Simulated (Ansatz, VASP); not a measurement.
# Ag2HgAsI6: VASP beside Ansatz, part 2 of 2

Aim: how closely do two programs agree when they are given the same cell, functional and k mesh? The cell is invented: As first built, before any earlier steps moved the atoms (in the runner's words): it takes the K2HgAsI6 structure with some of its atoms replaced by other elements, volume scaled by an estimate. It may not be a known or stable phase. The cell is taken from a series of VASP runs on this material, whose earlier steps may have relaxed, scaled or displaced it; both programs get it as it stands.

VASP 6.6.1 and Ansatz 0.2.0.

So far: Set-up; VASP: relaxation of cell and atoms, PBE.

## (3) Ansatz: relaxation of cell and atoms, PBE

Level of this step: Ansatz beside VASP: Kohn-Sham DFT, plane waves, PBE (Ansatz).

Ansatz runs on its default PAW (the set named soft_2) files.

The same cell, functional, mesh and smearing now go to Ansatz, which takes its cutoff from its data sets.

Input file input.yaml:

```yaml
crystal:
  lattice:
    - [0.0, 5.8432244221, 5.8432244221]
    - [5.8432244221, 0.0, 5.8432244221]
    - [5.8432244221, 5.8432244221, 0.0]
  atoms:
    - { symbol: Hg, position: [0.5, 0.5, 0.5] }
    - { symbol: I, position: [0.7567074805, 0.2432925195, 0.2432925195] }
    - { symbol: I, position: [0.2432925195, 0.2432925195, 0.7567074805] }
    - { symbol: I, position: [0.2432925195, 0.7567074805, 0.7567074805] }
    - { symbol: I, position: [0.2432925195, 0.7567074805, 0.2432925195] }
    - { symbol: I, position: [0.7567074805, 0.2432925195, 0.7567074805] }
    - { symbol: I, position: [0.7567074805, 0.7567074805, 0.2432925195] }
    - { symbol: Ag, position: [0.75, 0.75, 0.75] }
    - { symbol: Ag, position: [0.25, 0.25, 0.25] }
    - { symbol: As, position: [0.0, 0.0, 0.0] }
hamiltonian:
  xc: pbe
  pseudopotentials: { kind: paw }
kpoints:
  mp_grid: { grid: [3, 3, 3] }
scf:
  occupations: { method: fermi_dirac, width: 0.05 }
relax:
  f_tol: 0.01
  max_steps: 60
  cell: { stress_tol: 0.05 }
output:
  forces: true
  stress: true
```

Run with:

```bash
ansatz run input.yaml --threads 4 --pin off --max-ram 9216MiB --backend cpu --events-out ev --progress --plain --runs-dir out
```

Numbers of over 12 decimals in the logs are rounded to 6 here.

Log:

```text
Engine: ansatz 0.2.0, x86_64-unknown-linux-gnu
Pseudopotentials: kind: paw
Pseudopotential: Hg, paw, valence charge 20, recommended cutoff 420 eV (normal), Hg.paw.azcp
Pseudopotential: I, paw, valence charge 17, recommended cutoff 420 eV (normal), I.paw.azcp
Pseudopotential: Ag, paw, valence charge 19, recommended cutoff 420 eV (normal), Ag.paw.azcp
Pseudopotential: As, paw, valence charge 15, recommended cutoff 420 eV (normal), As.paw.azcp
Functional definition: PBE
  parameter kappa = 0.804
  parameter beta = 0.066725
  exchange = pbe_x(kappa = kappa, mu = beta*pi^2/3)
  correlation = pbe_c(beta = beta)
Crystal: 10 atoms, lattice volume = 399.014 Å³
Basis set: ecut = 420 eV, 7799 PW (Γ), exchange–correlation on 120×120×120 points (8 copies of the dense FFT grid, shifted against one another)
Bands: 105, of which v1, the nominal top of the filled ones, is band 88 counted from 1 (87 counted from 0)
Symmetry: 48 space group operations
Space group: Fm-3m (ITA 225), of the structure as read, at distance tolerance 7.4e-5 Å
k-points: 4 of 27
Non-local potential: Hg, projectors of the file, l = 0: 3, l = 1: 2, l = 2: 2, l = 3: 1
Non-local potential: I, projectors of the file, l = 0: 2, l = 1: 2, l = 2: 2, l = 3: 2
Non-local potential: Ag, projectors of the file, l = 0: 3, l = 1: 2, l = 2: 2, l = 3: 1
Non-local potential: As, projectors of the file, l = 0: 2, l = 1: 2, l = 2: 3, l = 3: 1
PAW form: soft (Blöchl's): semilocal exchange-correlation on the pseudo side does not see the compensation charge
PAW one-centre angular grid: Hg, 590 points (default); XC on 64 Gauss nodes
PAW one-centre angular grid: I, 590 points (default); XC on 64 Gauss nodes
PAW one-centre angular grid: Ag, 590 points (default); XC on 64 Gauss nodes
PAW one-centre angular grid: As, 590 points (default); XC on 64 Gauss nodes
Initial density: superposition of atomic densities (neutral atoms: chi_scale 0, normalization atom), corrected by the library's trained network
Initial wavefunctions: pseudopotential atomic-orbital guess
Functional: x = pbe(κ = 0.804, μ = 0.219515), c = pbe(β = 0.066725)
SCF iter   1: F=—  HF=-78926.306955 eV  |F-HF|=—  |Δ(HF+E_count)|=         —  Δρ=2.07e-3  dr2=2.90e-2  ethr=1.77e-3  ⟨swp⟩=7.2  Hψ=1728  notcnv=0  defer=12
preconditioner: auto → LDOS  [insulator: Δε(μ)=0.261 eV  Ē_g=9.027 eV  σ=0.050 eV  W_gap=0.70  n_scr=88 (ndim 8)  ℏωp=16.7 eV  f_vac=0.145  D(μ)=3.72/eV (n_scr^D=14)  ε∞_Penn≈4.4  β→1.0]
SCF iter   2: F=—  HF=-78926.302392 eV  |F-HF|=—  |Δ(HF+E_count)|=   4.56e-3  Δρ=7.98e-4  dr2=4.93e-3  ethr=1.66e-5  ⟨swp⟩=2.2  Hψ=694  notcnv=0  defer=26
SCF iter   3: F=—  HF=-78926.301861 eV  |F-HF|=—  |Δ(HF+E_count)|=   5.31e-4  Δρ=6.79e-4  dr2=3.20e-3  ethr=2.82e-6  ⟨swp⟩=2.0  Hψ=697  notcnv=0  defer=26
SCF iter   4: F=—  HF=-78926.301020 eV  |F-HF|=—  |Δ(HF+E_count)|=   8.41e-4  Δρ=2.13e-4  dr2=2.86e-4  ethr=1.83e-6  ⟨swp⟩=2.2  Hψ=696  notcnv=0  defer=26
SCF iter   5: F=—  HF=-78926.300942 eV  |F-HF|=—  |Δ(HF+E_count)|=   7.79e-5  Δρ=1.04e-4  dr2=9.05e-5  ethr=1.63e-7  ⟨swp⟩=2.0  Hψ=696  notcnv=0  defer=26
SCF iter   6: F=—  HF=-78926.301170 eV  |F-HF|=—  |Δ(HF+E_count)|=   2.27e-4  Δρ=7.55e-5  dr2=3.21e-5  ethr=5.17e-8  ⟨swp⟩=2.0  Hψ=737  notcnv=0  defer=26
SCF iter   7: F=—  HF=-78926.301162 eV  |F-HF|=—  |Δ(HF+E_count)|=   8.10e-6  Δρ=1.79e-5  dr2=1.47e-6  ethr=1.83e-8  ⟨swp⟩=2.0  Hψ=741  notcnv=0  defer=26
SCF iter   8: F=-78926.301161 eV  HF=-78926.301161 eV  |F-HF|=2.68e-8  |Δ(HF+E_count)|=   2.26e-7  Δρ=4.85e-6  dr2=6.42e-8  ethr=5.71e-11  ⟨swp⟩=3.0  Hψ=1860  notcnv=0
SCF 1 converged in 8 iterations: F = -78926.301161 eV  dr2 = 6.42e-8
  greatest PAW one-centre occupation: 1.000 electrons in one spin orbital (limit 2), on the Hg atom at site 0 (counted from 0), in its partial waves of l = 0
relax step   1: F+E_penalty+E_count = -78926.30116132 eV  Δ(F+E_penalty+E_count) = +0.000e0 eV  max|allowed force component| = 3.882e-2 eV/Å  Δτ_max = 0.0000 Å  P = -0.027 GPa  Ω = 399.014 Å³  (8 SCF iters, dr2 threshold 1.00e-7 eV, accepted)
[...]
relax step   2: F+E_penalty+E_count = -78926.30183690 eV  Δ(F+E_penalty+E_count) = -6.756e-4 eV  max|allowed force component| = 5.009e-3 eV/Å  Δτ_max = 0.0053 Å  P = -0.027 GPa  Ω = 398.588 Å³  energy of the carried Pulay correction = +6.110e-5 eV  (6 SCF iters, dr2 threshold 9.42e-8 eV, accepted)
[...]
relax step   3: F+E_penalty+E_count = -78926.30178545 eV  Δ(F+E_penalty+E_count) = +5.145e-5 eV  max|allowed force component| = 5.029e-3 eV/Å  Δτ_max = 0.0000 Å  P = -0.027 GPa  Ω = 398.588 Å³  stress off target by 2.70e-2 GPa  SCF on the basis re-selected at this cell (its energy is not comparable with the rows above)  (6 SCF iters)
basis re-selected at this cell: Δ(F+E_penalty+E_count) = +5.145e-5 eV, ΔP = +0.000 GPa vs the last step (what re-selecting the basis moved, of the pressure what is left beyond the Pulay correction that the steps carried, after the strain that the cell walked since its last selection, with what the two solves' SCF thresholds leave and, on support functions, any second-order correction that the steps lacked; it is no m [...]
SCF converged after 6 iterations
Free energy (F): -78926.301785 eV
Harris-Foulkes:  -78926.301785 eV  (|F-HF|=2.91e-11)
Internal energy: -78926.274154 eV  (E = F + TS)
E sigma→0 (E₀):  -78926.287970 eV
Entropy (-TS):   -0.027631 eV (-2.763 meV/atom)
Fermi energy:    5.700279 eV
--- Per-component energies (eV) ---
  E_band       = -4078.712562
  E_kinetic    = 2888.827831
  E_local      = -25387.162981  (includes V_loc(G=0)·N_el)
  E_nonlocal   = -975.459262
  E_hartree    = 12250.061617
  E_xc         = -1427.257275
  E_vxc        = -1567.913610  (∫ρ·V_xc dr)
  E_paw        = -48485.191018  (= ΣΔE_a)
  E_vpaw       = -3537.128918  (= ΣTr[D̂ρ^β])
  E_aug_tail   = 0.001555  (compensation charges beyond the density's cutoff)
  E_ewald      = -17790.094621
  E_smearing   = -0.027631  (= −TS)
  E_closure    = -0.000000  (closes the sum)
  Σ components = -78926.301785   (vs F -78926.301785, Δ=0.00e0)
--- Forces (eV/Å), atoms counted from 1 ---
  atom   1  Hg     0.00000000    -0.00000000    -0.00000000
  atom   2  I     -0.00502864     0.00000000     0.00000000
  atom   3  I      0.00000000    -0.00000000    -0.00502864
  atom   4  I      0.00502864     0.00000000    -0.00000000
  atom   5  I      0.00000000    -0.00502864     0.00000000
  atom   6  I     -0.00000000     0.00502864    -0.00000000
  atom   7  I     -0.00000000    -0.00000000     0.00502864
  atom   8  Ag     0.00000000     0.00000000     0.00000000
  atom   9  Ag    -0.00000000    -0.00000000    -0.00000000
  atom  10  As    -0.00000000     0.00000000     0.00000000
  max |Σ_I F_I| component: 3.18e-18 eV/Å
--- Stress (GPa, compression-positive) ---
       -0.026996      -0.000000      -0.000000
       -0.000000      -0.026996      -0.000000
       -0.000000      -0.000000      -0.026996
  P = ⅓ Tr σ = -0.0270 GPa (-0.270 kbar)
--- Relaxed structure (2 steps of the walk, 2 accepted, 1 SCFs on fresh bases) ---
  F+E_penalty+E_count = -78926.30178545 eV   max|allowed force component| = 5.029e-3 eV/Å   (the final SCF, on the basis selected at the relaxed cell)
  cell:  # Å, volume = 398.5878 Å³
    - [0, 5.841145, 5.841145]
    - [5.841145, 0, 5.841145]
    - [5.841145, 5.841145, 0]
  atoms:
    - { symbol: Hg, position: [0.5, 0.5, 0.5] }
    - { symbol: I, position: [0.756251, 0.243749, 0.243749] }
    - { symbol: I, position: [0.243749, 0.243749, 0.756251] }
    - { symbol: I, position: [0.243749, 0.756251, 0.756251] }
    - { symbol: I, position: [0.243749, 0.756251, 0.243749] }
    - { symbol: I, position: [0.756251, 0.243749, 0.756251] }
    - { symbol: I, position: [0.756251, 0.756251, 0.243749] }
    - { symbol: Ag, position: [0.75, 0.75, 0.75] }
    - { symbol: Ag, position: [0.25, 0.25, 0.25] }
    - { symbol: As, position: [0, 0, 0] }
```

It took 6.6 s on 4 threads of Intel Xeon Platinum 8488C (Sapphire Rapids), shared host; peak memory 1.2 GiB.

## (4) Differences

Known differences besides the potentials themselves: both relaxations stop at a tolerance, which leaves soft axes loose, and VASP keeps its plane-wave basis; the data sets hold 175 valence electrons in Ansatz (default PAW (the set named soft_2) files) and 81 in VASP; the cutoff is 420 eV in Ansatz and 520 eV in VASP; VASP leaves aspherical gradient terms in its spheres out (LASPH is not set), Ansatz keeps them; Ansatz adds a Pulay correction to the stress that steers its cell, VASP none. Total energies have different zeros and are not compared.

Compared:

| quantity | Ansatz | VASP | difference |
| --- | --- | --- | --- |
| volume (Å³) | 398.59 | 398.35 | +0.06 % |
| edge a after relaxation, in the typed setting (Å) | 8.261 | 8.259 | +0.02 % |

The walks stopped with -0.03 GPa left in Ansatz and 0.01 GPa in VASP; each walk ends within a tolerance, so the volume difference is uncertain by about these residues over the bulk modulus, most in soft cells.

## (5) What came out

```json
{
  "difference in volume (relaxation of cell and atoms, PBE)": "0.059 %"
}
```

**Reading.** The difference in volume is 0.059 % (relaxation of cell and atoms, PBE), within the 1.2 % picked in this series as the mark of a large difference, as far as the stopping tolerances let one tell. Such differences can come from data sets, numerical settings and the points named under the comparisons, not from the functional's error against experiment.

[Lines on the potential files, build, host, timing and source positions are cut from VASP's logs without a mark.]

[Logs are printed without paths, hosts, clocks, repeated set-up lines and the standing remarks that a program may print on its own settings, such as how far it seeks lower states.]

[Hosts, paths, dates, database ids (printed as entryN), source tags and the programs' standing remarks are cut or masked in the printed files.]
